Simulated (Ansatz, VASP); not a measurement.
## One calculation of Al3Rh2, two programs

File INCAR:

```
SYSTEM = Al3Rh2
ALGO     = Normal         ! electronic algorithm
EDIFF    = 1E-6           ! SCF threshold, eV
ENCUT    = 520            ! plane-wave cutoff, eV
GGA      = PE             ! functional
ISIF     = 2              ! what is computed and relaxed
ISMEAR   = 0              ! smearing method
LASPH    = .True.         ! aspherical terms in the spheres
LCHARG   = .True.         ! write CHGCAR
LELF     = .True.         ! ELF
LREAL    = .False.        ! projectors in reciprocal space
LVHAR    = .True.       
LWAVE    = .False.        ! write WAVECAR
NBANDS   = 50             ! bands
NELM     = 60             ! most SCF steps
PREC     = Accurate       ! precision mode
SIGMA    = 0.1            ! smearing width, eV
```

The input KPOINTS:

```
k-points
0
Gamma
  4 4 4
  0 0 0
```

The input POSCAR:

```
Al3Rh2
1.0
    5.5407090800      0.0000000000      0.0000000000
    0.0000000000      5.5407090800      0.0000000000
    0.0000000000      0.0000000000      5.5407090800
Al Rh
6 4
Direct
    0.0000000000      0.5000000000      0.5000000000
    0.0000000000      0.5000000000      0.0000000000
    0.5000000000      0.0000000000      0.5000000000
    0.0000000000      0.0000000000      0.5000000000
    0.5000000000      0.0000000000      0.0000000000
    0.5000000000      0.5000000000      0.0000000000
    0.2500000000      0.2500000000      0.2500000000
    0.2500000000      0.7500000000      0.7500000000
    0.7500000000      0.7500000000      0.2500000000
    0.7500000000      0.2500000000      0.7500000000
```

Input for Ansatz:

```yaml
crystal:
  lattice:
    - [5.54070908, 0.0, 0.0]
    - [0.0, 5.54070908, 0.0]
    - [0.0, 0.0, 5.54070908]
  atoms:
    - { symbol: Al, position: [0.0, 0.5, 0.5] }
    - { symbol: Al, position: [0.0, 0.5, 0.0] }
    - { symbol: Al, position: [0.5, 0.0, 0.5] }
    - { symbol: Al, position: [0.0, 0.0, 0.5] }
    - { symbol: Al, position: [0.5, 0.0, 0.0] }
    - { symbol: Al, position: [0.5, 0.5, 0.0] }
    - { symbol: Rh, position: [0.25, 0.25, 0.25] }
    - { symbol: Rh, position: [0.25, 0.75, 0.75] }
    - { symbol: Rh, position: [0.75, 0.75, 0.25] }
    - { symbol: Rh, position: [0.75, 0.25, 0.75] }
basis:
  ecutwfc: 420
kpoints:
  mp_grid: { grid: [4, 4, 4] }
hamiltonian:
  xc: pbe
scf:
  occupations: { method: gaussian, width: 0.1 }
  lower_state_search: "off"
output:
  forces: true
  stress: true
  eigenvalues: true
```

Change from the starting cell: species swapped into the Mg3As2 type (Pn-3m, No. 224).

Alike in both runs: task single point; functional PBE; k mesh 4 × 4 × 4; occupations gaussian, width 0.1 eV; no spin polarisation.

|  | VASP | Ansatz |
| --- | --- | --- |
| version | VASP 6.6.1 | Ansatz 0.2.0 |
| potentials or method | VASP PAW PBE potentials, release 64 (Al, Rh_pv) | scalar-relativistic, plane waves, PAW |
| plane-wave cutoff (eV) | 520 | 420 |
| valence electrons in the cell | 78 | 86 |

```csv
,VASP,Ansatz,Ansatz less VASP
gap on the k mesh at the Fermi level (eV),none,none,-
pressure (GPa),13.6,13.5,-0.04
```

A gap of «none» marks a metal or a gap that the smearing closes. The functional is the same, so the differences come from potentials, cutoffs and numerics. The two sets of potentials don't hold the same shells in valence.
